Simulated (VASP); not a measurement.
Output of a VASP run:

### OSZICAR
```
       N       E                     dE             d eps       ncg     rms          rms(c)
DAV:   1     0.449692351965E+03    0.44969E+03   -0.28163E+04  1672   0.150E+03
DAV:   2    -0.246687469115E+02   -0.47436E+03   -0.46303E+03  1808   0.407E+02
DAV:   3    -0.512415119935E+02   -0.26573E+02   -0.26445E+02  1876   0.829E+01
DAV:   4    -0.517981114462E+02   -0.55660E+00   -0.55491E+00  1828   0.121E+01
DAV:   5    -0.518120403733E+02   -0.13929E-01   -0.13925E-01  1868   0.177E+00    0.377E+01
DAV:   6    -0.496437728770E+02    0.21683E+01   -0.19754E+01  1739   0.256E+01    0.127E+01
DAV:   7    -0.492669348935E+02    0.37684E+00   -0.82431E+00  1726   0.159E+01    0.902E+00
DAV:   8    -0.489566362346E+02    0.31030E+00   -0.14241E+00  1877   0.701E+00    0.273E+00
DAV:   9    -0.489653080384E+02   -0.86718E-02   -0.12763E-01  2000   0.167E+00    0.117E+00
DAV:  10    -0.489571003960E+02    0.82076E-02   -0.52170E-02  1807   0.135E+00    0.228E-01
DAV:  11    -0.489570836047E+02    0.16791E-04   -0.23260E-03  1876   0.272E-01    0.130E-01
DAV:  12    -0.489570625226E+02    0.21082E-04   -0.17348E-04  1742   0.656E-02    0.694E-02
DAV:  13    -0.489570443428E+02    0.18180E-04   -0.16909E-04  1957   0.715E-02    0.190E-02
DAV:  14    -0.489570436633E+02    0.67949E-06   -0.21146E-05  1835   0.289E-02    0.122E-02
DAV:  15    -0.489570432866E+02    0.37673E-06   -0.12398E-06  1267   0.723E-03
   1 F= -.48957043E+02 E0= -.48957043E+02  d E =-.489570E+02
```

OUTCAR:
```
------------------------ aborting loop because EDIFF is reached ----------------------------------------
  FORCE on cell =-STRESS in cart. coord.  units (eV):
  Direction    XX          YY          ZZ          XY          YZ          ZX
  --------------------------------------------------------------------------------------
  Total       -0.0168169     -0.0168169     -0.0530057      0.0000000      0.0000000      0.0000000
  in kB       -0.2643318     -0.2643318     -0.8331562      0.0000000      0.0000000      0.0000000
  external PRESSURE =      -0.4539399 kB  Pullay stress =       0.0000000 kB
  volume of cell :      101.93
      direct lattice vectors                 reciprocal lattice vectors
     3.123139420  0.000000000  0.000000000     0.320190637  0.184862169  0.000000000
    -1.561569710  2.704717811  0.000000000     0.000000000  0.369724337  0.000000000
     0.000000000  0.000000000 12.066830953     0.000000000  0.000000000  0.082871800
 POSITION                                       TOTAL-FORCE (eV/Angst)
 -----------------------------------------------------------------------------------
      1.56157      0.90157      9.05012         0.000000      0.000000     -0.000000
     -0.00000      1.80315      3.01671        -0.000000      0.000000     -0.000000
      1.56157      0.90157      4.57153         0.000000     -0.000000     -0.005971
     -0.00000      1.80315     10.60494         0.000000     -0.000000     -0.005971
     -0.00000      1.80315      7.49530        -0.000000     -0.000000      0.005971
      1.56157      0.90157      1.46189         0.000000     -0.000000      0.005971
 -----------------------------------------------------------------------------------
    total drift:                                0.000790     -0.000456      0.001074
  FREE ENERGIE OF THE ION-ELECTRON SYSTEM (eV)
  ---------------------------------------------------
  free  energy   TOTEN  =       -48.9570432866 eV

  energy  without entropy=      -48.9570432866  energy(sigma->0) =      -48.95704329

 reached required accuracy - stopping structural energy minimisation
```
(Selected blocks of OUTCAR.)

POSCAR:
```
MoS2
1
    3.1231394201     0.0000000000     0.0000000000
   -1.5615697101     2.7047178111    -0.0000000000
   -0.0000000000    -0.0000000000    12.0668309527
Mo S
2 4
Direct
  0.6666670000   0.3333330000   0.7500000000
  0.3333330000   0.6666670000   0.2500000000
  0.6666670000   0.3333330000   0.3788508170
  0.3333330000   0.6666670000   0.8788508170
  0.3333330000   0.6666670000   0.6211491830
  0.6666670000   0.3333330000   0.1211491830
```

**Question.** Write an INCAR and KPOINTS that could have produced this output.

**Answer.** This is not unique; one that fits is the input of the run itself, LDA (Ceperley-Alder, Perdew-Zunger), plane waves, VASP's LDA PAW potentials (set 64).

KPOINTS:
```
Automatic
0
Gamma
 9 9 2
0 0 0
```

INCAR:
```
# general
SYSTEM  = MoS2
PREC    = Accurate
ENCUT   = 480
LREAL   = F
LASPH   = T

# electronic loop
EDIFF   = 1E-6
NELM    = 100
ALGO    = Normal
LMAXMIX = 4

# smearing
ISMEAR  = 0
SIGMA   = 0.05

# ions
IBRION  = 2
NSW     = 60
ISIF    = 3
EDIFFG  = -0.01

# output
LWAVE   = F
LCHARG  = F
```

POTCAR, in this order: Mo_sv S (LDA.64 set). Program: vasp_std.

The compound is MoS2 in the 2H layered structure. It was relaxed first. The start is the result of an earlier pass.
